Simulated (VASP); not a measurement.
Crystal: Pt.

```
CELL_PARAMETERS angstrom
0.00000 1.96090 1.96090
1.96090 0.00000 1.96090
1.96090 1.96090 0.00000
ATOMIC_POSITIONS crystal
Pt 0.00000 0.00000 0.00000
```

```yaml
Program: VASP 6.6.1
Task: relaxation of cell and atoms
Functional: PBE
Potentials_or_basis: VASP PAW PBE potentials, release 64 (Pt)
Cutoff: 520 eV
k_mesh: 18 × 18 × 18
Occupations: methfessel-paxton, width 0.2 eV
Spin: no spin polarisation
```

At the start: pressure 9.5 GPa; volume 15.08 Å³/atom.

Q: How do energy, volume and symmetry change on relaxing?

A: Over 17 steps the energy falls by 15.1 meV/atom and the volume is 15.61 Å³/atom (+3.5 %); space group Fm-3m (No. 225, to 0.05 Å).

The path:
```csv
step,energy change (eV),largest force (eV/Å),pressure (GPa),volume (Å³)
1,0.0000,0.0000,9.47,15.08
2,0.0765,0.0000,-17.76,17.11
3,-0.0150,0.0000,-0.33,15.63
4,-0.0151,0.0000,-0.03,15.61
5,-0.0150,0.0000,0.14,15.60
6,-0.0150,0.0000,0.14,15.60
7,-0.0150,0.0000,0.11,15.60
8,-0.0150,0.0000,0.12,15.60
9,-0.0150,0.0000,0.11,15.60
10,-0.0150,0.0000,0.12,15.60
11,-0.0150,0.0000,0.11,15.60
12,-0.0150,0.0000,0.11,15.60
13,-0.0150,0.0000,0.09,15.60
14,-0.0150,0.0000,0.07,15.61
15,-0.0151,0.0000,0.04,15.61
16,-0.0150,0.0000,-0.05,15.61
17,-0.0151,0.0000,0.00,15.61
```

Final structure:
```
Pt
1.0
     0.00000    1.98363    1.98363
     1.98363    0.00000    1.98363
     1.98363    1.98363    0.00000
Pt
1
Direct
  0.00000 0.00000 0.00000
```
